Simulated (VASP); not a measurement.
Input:

```yaml
crystal:
  lattice:
    - [0.00000, 2.66009, 2.66009]
    - [2.66009, 0.00000, 2.66009]
    - [2.66009, 2.66009, 0.00000]
  atoms:
    - { symbol: K, position: [0.00000, 0.00000, 0.00000] }
    - { symbol: F, position: [0.50000, 0.50000, 0.50000] }
```

Computed with PBEsol GGA, VASP's PBE PAW potentials (set 64) (plane waves; VASP). Settings: 520 eV cut-off, 9×9×9 Γ-centred mesh, Gaussian smearing of 0.050 eV, potentials K_sv F.

**Question.** Give the energy at these volumes per atom, relative to the lowest: 17.61, 18.17, 18.73, 19.29, 19.86 Å³.

**Answer.** 9.2, 2.5, 0.0, 1.1, 5.2 meV/atom. A third-order Birch-Murnaghan fit gives B0 = 33.0 GPa and B0′ = 5.1.

The compound is KF in the rock salt structure. It was relaxed first.
